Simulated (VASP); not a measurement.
PbTe (relaxed from the zinc blende structure, space group F-43m): computed properties

Calculation: PBEsol GGA, VASP's PBE PAW potentials (set 64) (plane waves; VASP).

| Item | Value |
|---|---|
| space group | F-43m (216) |
| cell | a = 7.204 Å, b = 7.204 Å, c = 7.204 Å, α = 90.00°, β = 90.00°, γ = 90.00° |
| volume per atom | 46.74 Å³/atom |
| band gap (over mesh and band path) | 0.44 eV |
| smallest direct gap (over mesh and band path) | 1.11 eV |
| band-edge character | indirect, W to X |
| density | 5.95 g/cm³ |

Space group F-43m (No. 216); a = b = c = 7.2041 Å, α = β = γ = 90.00°

```tsv
atom	site	symmetry	x	y	z
Pb	4a	-43m	0.0000	0.0000	0.0000
Te	4d	-43m	0.7500	0.7500	0.7500
```
(The calculation used a cell of 2 atoms; values per cell refer to that cell.)

Unless said otherwise, spin-orbit coupling is left out, though it shifts the bands of the heavy elements here.

The structure was generated: PbTe was put into the zinc blende type (F-43m), which need not be its known phase. It was relaxed first, which changed the volume by +33 %. Symmetry was kept, so distortions that lower it aren't found.
